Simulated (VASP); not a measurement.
Given:

```
CELL_PARAMETERS angstrom
     -2.43678     2.43678     2.43678
      2.43678    -2.43678     2.43678
      2.43678     2.43678    -2.43678
ATOMIC_POSITIONS crystal
  Ba 0.00000 0.00000 0.00000
```

These are rev-vdW-DF2, VASP's PBE PAW potentials (set 64) (plane waves; VASP) values and carry that method's errors. Numerical set-up: 520 eV cut-off, 11×11×11 Γ-centred mesh, first-order Methfessel-Paxton smearing of 0.10 eV, potentials Ba_sv.

Unless said otherwise, spin-orbit coupling is left out, though it shifts the bands of the heavy elements here.

Estimate the energy per atom (σ→0), band gap (on the k-mesh) with the smallest direct gap where there is one.

The band gap (on the k-mesh) comes out as none (metal, semimetal or under 0.01 eV) and the energy per atom (σ→0) comes out as -0.001 eV/atom.

Total energies compare only between runs with the same potentials, cut-off and functional.

The compound is Ba in the bcc structure. This cell is one point of a volume scan, at 0.97 of the reference volume.
